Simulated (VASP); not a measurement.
The cell holds one WS$_{2}$ (2H layered) bilayer, with vacuum along c. Ionisation potential and electron affinity count from the cell's own band edges, surface states included.

Data:

```
CELL_PARAMETERS angstrom
      3.12899     0.00000     0.00000
     -1.56449     2.70978     0.00000
      0.00000     0.00000    25.04410
ATOMIC_POSITIONS crystal
  W  0.66667 0.33333 0.37828
  W  0.33333 0.66667 0.62172
  S  0.33333 0.66667 0.44074
  S  0.33333 0.66667 0.31598
  S  0.66667 0.33333 0.68402
  S  0.66667 0.33333 0.55926
```

Calculation: LDA (Ceperley-Alder, Perdew-Zunger), VASP's LDA PAW potentials (set 64) (plane waves; VASP). Numerical set-up: 400 eV cut-off, 12×12×1 Γ-centred mesh, Gaussian smearing of 0.050 eV, potentials W_sv S.

```
Item                                            Value
----------------------------------------  -----------
energy to cut it from the bulk, per area  13.2 meV/Å²
ionisation potential                          5.51 eV
electron affinity                             4.16 eV
```

The cell is a sheet with vacuum, built from WS2 (2H layered).
